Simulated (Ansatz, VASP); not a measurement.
# One calculation of Ba2TeS, two programs

```
CELL_PARAMETERS angstrom
4.56694 0.00000 0.00000
0.00000 4.79268 0.00000
0.00000 0.00000 6.78397
ATOMIC_POSITIONS crystal
S 0.00000 0.00000 0.00000
Ba 0.00000 0.00000 0.50000
Ba 0.50000 0.50000 0.00000
Te 0.50000 0.50000 0.50000
```

Change from the starting cell: uniaxial_x strain -4.7%.

Alike in both runs: task single point; functional r2SCAN; k mesh 6 × 6 × 4; no spin polarisation.

|  | VASP | Ansatz |
| --- | --- | --- |
| version | VASP 6.6.1 | Ansatz 0.2.0 |
| potentials or method | VASP PAW PBE potentials, release 64 (S, Ba_sv, Te) | plane waves, PAW |
| plane-wave cutoff (eV) | 520 | 500 |
| occupations | gaussian, width 0.01 eV | fixed |
| valence electrons in the cell | 32 | 42 |

|  | VASP | Ansatz | Ansatz less VASP |
| --- | --- | --- | --- |
| gap on the k mesh at the Fermi level (eV) | 1.81 | 1.91 | +0.101 |
| pressure (GPa) | 2.4 | 1.9 | -0.48 |
| largest component of the traceless stress (GPa) | 1.46 | 1.40 | -0.067 |

The two sets of potentials don't hold the same shells in valence.

Caveats: the PAW data sets were made with another functional, which shifts forces and pressure a little (VASP); spin-orbit coupling is left out, which moves the levels of the heavy elements. A k mesh can miss the band edges.
